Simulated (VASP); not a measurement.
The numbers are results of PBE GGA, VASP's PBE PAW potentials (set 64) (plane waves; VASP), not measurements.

The input files of a VASP run:

### KPOINTS
```
Automatic mesh
0
Gamma
8 8 8
0 0 0
```

File POSCAR:
```
CdF2
2.7463680
  0.0000000000   0.9999998498   0.9999998498
  0.9999998498   0.0000000000   0.9999998498
  0.9999998498   0.9999998498   0.0000000000
Cd F
1 2
direct
  0.0000000000   1.0000000000   0.0000000000
  0.2500000000   0.2500000000   0.2500000000
  0.7500000000   0.7500000000   0.7500000000
```

**INCAR**
```
ALGO = Normal
EDIFF = 1E-7
ENCUT = 520
GGA = PE
ISIF = 2
ISMEAR = -5
LASPH = .TRUE.
LCHARG = .TRUE.
LEFG = .TRUE.
LMAXMIX = 4
LORBIT = 11
LREAL = .FALSE.
LWAVE = .FALSE.
NEDOS = 601
NELM = 100
PREC = Accurate
SYSTEM = CdF2
```

POTCAR, in this order: Cd F (PBE.64 set). Program: vasp_std.

Problem. Estimate the energy per atom (σ→0), band gap (on the k-mesh).

Solution. 
```yaml
energy per atom (σ→0): -3.635 eV/atom
band gap (on the k-mesh): 2.86 eV
```

**OSZICAR**
```
...
DAV:   9    -0.109054135313E+02    0.10030E-01   -0.44295E-02  1173   0.247E+00    0.104E-01
DAV:  10    -0.109059504911E+02   -0.53696E-03   -0.33891E-03   988   0.766E-01    0.127E-01
DAV:  11    -0.109060466156E+02   -0.96125E-04   -0.22972E-04  1130   0.189E-01    0.522E-02
DAV:  12    -0.109060784944E+02   -0.31879E-04   -0.11129E-04   987   0.964E-02    0.162E-02
DAV:  13    -0.109060803907E+02   -0.18963E-05   -0.58740E-06  1136   0.221E-02    0.705E-03
DAV:  14    -0.109060803322E+02    0.58459E-07   -0.17107E-06   995   0.199E-02    0.184E-03
DAV:  15    -0.109060803839E+02   -0.51653E-07   -0.90140E-08   855   0.404E-03
   1 F= -.10906080E+02 E0= -.10906080E+02  d E =0.000000E+00
```

The compound is CdF2 in the fluorite structure. It was relaxed first, which changed the volume by +6 %.
